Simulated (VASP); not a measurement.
The system is Sr.

```xyz
1
Lattice="0.0000 3.0423 3.0423 3.0423 0.0000 3.0423 3.0423 3.0423 0.0000" Properties=species:S:1:pos:R:3 pbc="T T T"
Sr    0.0000    0.0000    0.0000
```

```yaml
Program: VASP 6.6.1
Task: relaxation of cell and atoms
Functional: LDA
Potentials_or_basis: VASP PAW LDA potentials, release 64 (Sr_sv)
Cutoff: 600 eV
k_mesh: 12 × 12 × 12
Occupations: methfessel-paxton, width 0.1 eV
Spin: no spin polarisation
```

At the start: pressure -1.6 GPa; volume 56.32 Å³/atom.

Question: Where does the relaxation end?

Answer: Over 4 steps the energy falls by 44.3 meV/atom and the volume is 48.56 Å³/atom (-13.8 %); space group Fm-3m (No. 225, to 0.05 Å).

The path:
| step | energy change (eV) | largest force (eV/Å) | pressure (GPa) | volume (Å³) |
| --- | --- | --- | --- | --- |
| 1 | 0.0000 | 0.0000 | -1.64 | 56.32 |
| 2 | -0.0358 | 0.0000 | -0.82 | 51.76 |
| 3 | -0.0442 | 0.0000 | -0.09 | 48.89 |
| 4 | -0.0443 | 0.0000 | 0.03 | 48.56 |

Final structure:
```
CELL_PARAMETERS angstrom
0.00000 2.89567 2.89567
2.89567 0.00000 2.89567
2.89567 2.89567 0.00000
ATOMIC_POSITIONS crystal
Sr 0.00000 0.00000 0.00000
```

Caveat: the volume moved by -14 % from the deposited cell, more than functionals usually miss.
